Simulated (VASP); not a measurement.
Write the native input for VASP 6.6.1 that does the following.

```yaml
Task: single point
Functional: LDA
Potentials_or_basis: VASP PAW LDA potentials, release 64 (Sn_d, Pt)
Cutoff: 520 eV
k_mesh: 12 × 12 × 8
Occupations: gaussian, width 0.1 eV
Spin: no spin polarisation
Dipole_correction: no
Further_INCAR_settings: ALGO = Fast; EDIFF = 1e-06; NBANDS = 32
```

The structure of SnPt lies in POSCAR:

```
SnPt
1.0
    4.0922908166      0.0000000000      0.0000000000
   -2.0461454083      3.5440278068      0.0000000000
    0.0000000000      0.0000000000      5.4052118592
Sn Pt
2 2
Direct
    0.3333333333      0.6666666667      0.2500000000
    0.6666666667      0.3333333333      0.7500000000
    0.0000000000      0.0000000000      0.0000000000
    0.0000000000      0.0000000000      0.5000000000
```

The cell isn't the ideal one: relaxed again under DFT LDA, scalar-relativistic, plane waves, PAW.

The input as run:

INCAR

```
SYSTEM = SnPt
ALGO     = Fast           ! electronic algorithm
EDIFF    = 1E-6           ! SCF threshold, eV
ENCUT    = 520            ! plane-wave cutoff, eV
ISIF     = 2              ! what is computed and relaxed
ISMEAR   = 0              ! smearing method
LASPH    = .True.         ! aspherical terms in the spheres
LCHARG   = .False.        ! write CHGCAR
LREAL    = .False.        ! projectors in reciprocal space
LWAVE    = .False.        ! write WAVECAR
NBANDS   = 32             ! bands
NELM     = 100            ! most SCF steps
PREC     = Accurate       ! precision mode
SIGMA    = 0.1            ! smearing width, eV
```

KPOINTS

```
k-points
0
Gamma
  12 12 8
  0 0 0
```

Potentials or basis: VASP PAW LDA potentials, release 64 (Sn_d, Pt).

Command:

```console
$ cat potpaw_LDA.64/Sn_d/POTCAR potpaw_LDA.64/Pt/POTCAR > POTCAR
$ mpirun -np 1 vasp_std > vasp.out
```

It gave:

* Pressure: 0.5 GPa
* Band gap on the k mesh: none (metal or under the smearing width)

Wall time 4.1 min on 1 thread of Intel(R) Xeon(R) Platinum 8175M CPU @ 2.50GHz (Skylake/Cascade Lake) (shared host), peak memory 0.31 GiB.
